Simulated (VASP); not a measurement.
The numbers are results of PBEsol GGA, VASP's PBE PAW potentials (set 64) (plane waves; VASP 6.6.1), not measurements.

VASP ran on this input.

File POSCAR:
```
Eu(AlZn)2
1
   -2.0556379944     2.1173071342     5.5792989914
    2.0556379944    -2.1173071342     5.5792989914
    2.0556379944     2.1173071342    -5.5792989914
Eu Al Zn
1 2 2
Direct
  0.0000000000   0.0000000000   0.0000000000
  0.7500000000   0.2500000000   0.5000000000
  0.2500000000   0.7500000000   0.5000000000
  0.6093724234   0.6093724234   0.0000000000
  0.3906275766   0.3906275766   1.0000000000
```

### INCAR
```
ALGO  =  Normal
EDIFF  =  1E-7
ENCUT  =  480
GGA  =  PS
ISIF  =  2
ISMEAR  =  1
LASPH  =  T
LCHARG  =  F
LMAXMIX  =  6
LREAL  =  F
LWAVE  =  F
NELM  =  100
PREC  =  Accurate
SIGMA  =  0.1
SYSTEM  =  Eu(AlZn)2
```

**KPOINTS**
```
Automatic
0
G
10 10 10
0 0 0
```

POTCAR, in this order: Eu_2 Al Zn (PBE.64 set). Program: vasp_std.

What VASP printed:

OSZICAR:
```
       N       E                     dE             d eps       ncg     rms          rms(c)
DAV:   1     0.203153287179E+03    0.20315E+03   -0.16097E+04  8018   0.169E+03
DAV:   2    -0.544790023847E+01   -0.20860E+03   -0.20636E+03 11035   0.435E+02
DAV:   3    -0.159211681493E+02   -0.10473E+02   -0.10273E+02 10657   0.927E+01
DAV:   4    -0.161835866298E+02   -0.26242E+00   -0.26109E+00 10329   0.130E+01
DAV:   5    -0.161914688431E+02   -0.78822E-02   -0.78809E-02 11804   0.237E+00    0.163E+01
DAV:   6    -0.155345892112E+02    0.65688E+00   -0.62074E+00 10141   0.479E+01    0.936E+00
DAV:   7    -0.154898085095E+02    0.44781E-01   -0.90128E-01 10088   0.160E+01    0.411E+00
DAV:   8    -0.154776471191E+02    0.12161E-01   -0.64785E-02 10691   0.332E+00    0.342E-01
DAV:   9    -0.154774902540E+02    0.15687E-03   -0.11304E-02 12527   0.105E+00    0.212E-01
DAV:  10    -0.154774629433E+02    0.27311E-04   -0.11298E-03 10436   0.251E-01    0.813E-02
DAV:  11    -0.154774607364E+02    0.22069E-05   -0.10694E-04 13227   0.127E-01    0.740E-02
DAV:  12    -0.154774597908E+02    0.94557E-06   -0.11646E-05 10372   0.351E-02    0.253E-02
DAV:  13    -0.154774593844E+02    0.40639E-06   -0.60810E-06 11036   0.200E-02    0.101E-02
DAV:  14    -0.154774593395E+02    0.44910E-07   -0.45511E-07  9146   0.491E-03
   1 F= -.15477459E+02 E0= -.15477504E+02  d E =0.134157E-03
```

**OUTCAR**
```
------------------------ aborting loop because EDIFF is reached ----------------------------------------
  FORCE on cell =-STRESS in cart. coord.  units (eV):
  Direction    XX          YY          ZZ          XY          YZ          ZX
  --------------------------------------------------------------------------------------
  Total       -0.2567616     -2.4290982     -0.5060348     -0.0000000      0.0000000      0.0000000
  in kB       -4.2351661    -40.0668801     -8.3468158     -0.0000000      0.0000000      0.0000000
  external PRESSURE =     -17.5496207 kB  Pullay stress =       0.0000000 kB
  volume of cell :       97.13
      direct lattice vectors                 reciprocal lattice vectors
    -2.055637994  2.117307134  5.579298991     0.000000000  0.236149018  0.089616993
     2.055637994 -2.117307134  5.579298991     0.243233488  0.000000000  0.089616993
     2.055637994  2.117307134 -5.579298991     0.243233488  0.236149018  0.000000000
 POSITION                                       TOTAL-FORCE (eV/Angst)
 -----------------------------------------------------------------------------------
      0.00000      0.00000      0.00000         0.000000      0.000000     -0.000000
     -0.00000      2.11731      2.78965        -0.000000     -0.000000      0.083305
      2.05564      0.00000      2.78965         0.000000     -0.000000     -0.083305
      0.00000      0.00000      6.79974        -0.000000     -0.000000      0.050992
      0.00000      0.00000      4.35886         0.000000      0.000000     -0.050992
 -----------------------------------------------------------------------------------
    total drift:                               -0.000000      0.000000      0.000000
  FREE ENERGIE OF THE ION-ELECTRON SYSTEM (eV)
  ---------------------------------------------------
  free  energy   TOTEN  =       -15.4774593395 eV

  energy  without entropy=      -15.4775934964  energy(sigma->0) =      -15.47750406
```
(Selected blocks of OUTCAR.)

The 4f electrons are frozen in the core of the lanthanide potential, so 4f levels, which can set the real gap, and their magnetism are missing.

The structure comes from a computed database's Al2EuZn2 entry (I4/mmm); how it stands against other phases isn't given here. This cell was strained or had an atom moved on purpose.
